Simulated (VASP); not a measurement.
Data:

```
CELL_PARAMETERS angstrom
      5.99067    -2.48722     0.01367
      5.99067     2.48722     0.01367
     -0.05811     0.00000     4.09005
ATOMIC_POSITIONS crystal
  Ba 0.64110 0.64110 0.25550
  Ba 0.35890 0.35890 0.74450
  Si 0.94220 0.94220 0.24773
  Si 0.05780 0.05780 0.75227
```

These are PBEsol GGA, VASP's PBE PAW potentials (set 64) (plane waves; VASP) values and carry that method's errors. Run with 400 eV cut-off, 8×8×9 Γ-centred mesh, tetrahedra with Blöchl corrections, potentials Ba_sv Si.

The cores are frozen, which limits the accuracy of field gradients.

Task: Give the principal components of the electric field gradient (V/Å²) and the asymmetry η at each nucleus.

Result: 
```
atom    Vxx   Vyy    Vzz     η
----  -----  ----  -----  ----
Ba1    19.4   2.2  -21.6  0.80
Ba2    19.4   2.2  -21.6  0.80
Si3   -24.1  -0.2   24.3  0.98
Si4   -24.1  -0.2   24.3  0.98
```

The structure comes from a computed database's BaSi entry (C2/m); how it stands against other phases isn't given here. It was relaxed first.
